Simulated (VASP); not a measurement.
The input files of a VASP run:

File POSCAR:
```
MnS
1
    5.1813268015     2.5836425592     2.5836425592
    2.5836425592     5.1813268015     2.5836425592
    2.5836425592     2.5836425592     5.1813268015
Mn S
2 2
Direct
  1.0000000000   1.0000000000   1.0000000000
  0.5000000000   0.5000000000   0.5000000000
  0.2500000000   0.2500000000   0.2500000000
  0.7500000000   0.7500000000   0.7500000000
```

**INCAR**
```
! general
SYSTEM  = MnS
PREC    = Accurate
ENCUT   = 520   ! plane-wave cut-off (eV)
LREAL   = .False.
LASPH   = .True.

! electronic loop
EDIFF   = 1E-6   ! SCF stop (eV)
NELM    = 100   ! most electronic steps
ALGO    = Normal
LMAXMIX = 4   ! l cut-off of mixed one-centre charges

! smearing
ISMEAR  = 0
SIGMA   = 0.05

! functional
GGA     = RE   ! revPBE

! spin
ISPIN   = 2   ! spin-polarised
MAGMOM  = 5.0 -5.0 2*0.0

! ions
IBRION  = 2
NSW     = 60
ISIF    = 3   ! ions, shape and volume
EDIFFG  = -0.02

! output
LWAVE   = .False.
LCHARG  = .False.
LORBIT  = 10
```

KPOINTS:
```
Automatic mesh
0
Gamma
6 6 6
0 0 0
```

POTCAR, in this order: Mn_pv S (PBE.64 set). Program: vasp_std.

### Question
Write an equivalent input for Quantum ESPRESSO's pw.x.

### Answer
One equivalent input (not run):
```
&CONTROL
  calculation = 'vc-relax'
  pseudo_dir = './pseudo'
  outdir = './out'
  tprnfor = .true.
  tstress = .true.
  nstep = 60
  forc_conv_thr = 0.00078
/
&SYSTEM
  ibrav = 0
  nat = 4
  ntyp = 3
  ecutwfc = 96
  occupations = 'smearing'
  smearing = 'gaussian'
  degauss = 0.003675
  input_dft = 'revpbe'
  nspin = 2
  starting_magnetization(1) = 0.5
  starting_magnetization(2) = -0.5
/
&ELECTRONS
  conv_thr = 7.3e-08
  electron_maxstep = 100
/
&IONS
/
&CELL
/
ATOMIC_SPECIES
  Mn1 54.938 Mn.upf
  Mn2 54.938 Mn.upf
  S 32.060 S.upf
CELL_PARAMETERS angstrom
     5.1813268    2.5836426    2.5836426
     2.5836426    5.1813268    2.5836426
     2.5836426    2.5836426    5.1813268
ATOMIC_POSITIONS crystal
  Mn1  1.0000000  1.0000000  1.0000000
  Mn2  0.5000000  0.5000000  0.5000000
  S    0.2500000  0.2500000  0.2500000
  S    0.7500000  0.7500000  0.7500000
K_POINTS automatic
  6 6 6 0 0 0
```
Limits of the translation: the potentials are each code's own (VASP's PAW set, PseudoDojo norm-conserving files in pw.x), so ENCUT and ecutwfc are chosen apart and not converted; conv_thr bounds pw.x's estimated SCF error, while EDIFF bounds the energy change between steps; starting_magnetization is a fraction of the valence charge and MAGMOM a moment in μB, so they match only roughly; forc_conv_thr acts on force components and is met together with etot_conv_thr.

The compound is MnS in the rock salt, AFM-II order structure. It was relaxed first. The start is the result of an earlier pass.
